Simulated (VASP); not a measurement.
Input of a VASP 6.6.1 run:

INCAR

```
  ALGO = Fast
  EDIFF = 1E-5
  ENCUT = 520
  GGA = PE
  ISIF = 2
  ISMEAR = 0
  KPAR = 2
  LASPH = T
  LCHARG = F
  LREAL = Auto
  LWAVE = F
  NELM = 80
  PREC = Normal
  SIGMA = 0.15
```

Contents of KPOINTS:

```
k-points
0
Gamma
  7 7 7
```

POSCAR

```
Si2Sb2Te
1.0
   -2.0580800000      6.1609100000      3.0234900000
    2.0580800000     -6.1609100000      3.0234900000
    4.1161600000     12.3218200000     -6.0469800000
Si Sb Te
4 4 2
Direct
    0.6776560000      0.0093500000      0.3341525000
    0.6776560000      0.0093500000      0.8341525000
    0.3410450000      0.0093500000      0.1658475000
    0.3410450000      0.0093500000      0.6658475000
    0.0873930000      0.2365060000      0.4254430000
    0.0873930000      0.2365060000      0.9254430000
    0.3856200000      0.2365060000      0.0745570000
    0.3856200000      0.2365060000      0.5745570000
    0.7582050000      0.2582050000      0.2500000000
    0.7582050000      0.2582050000      0.7500000000
```

Potentials or basis: VASP PAW PBE potentials, release 64 (Si, Sb, Te).

Command:

```sh
$ cat potpaw_PBE.64/Si/POTCAR potpaw_PBE.64/Sb/POTCAR potpaw_PBE.64/Te/POTCAR > POTCAR
$ mpirun -np 2 vasp_std > vasp.out
```

Predict the largest force.

0.018 eV/Å.

Predict the pressure.

0.0 GPa.

What does it give for the band gap on the k mesh?

0.17 eV.

Forces on the atoms (eV/Å):
```
Si   0.000  0.002 -0.002
Si   0.000  0.002 -0.002
Si   0.000 -0.002 -0.002
Si   0.000 -0.002 -0.002
Sb   0.000  0.018  0.003
Sb   0.000  0.018  0.003
Sb   0.000 -0.018  0.003
Sb   0.000 -0.018  0.003
Te   0.000  0.000 -0.003
Te   0.000  0.000 -0.003
```

Caveat: spin-orbit coupling is left out, which moves the levels of the heavy elements; an odd mesh through Γ misses points on the zone boundary, where band edges often lie. Expect the measured gap to be larger: semilocal functionals such as PBE lack the derivative discontinuity.
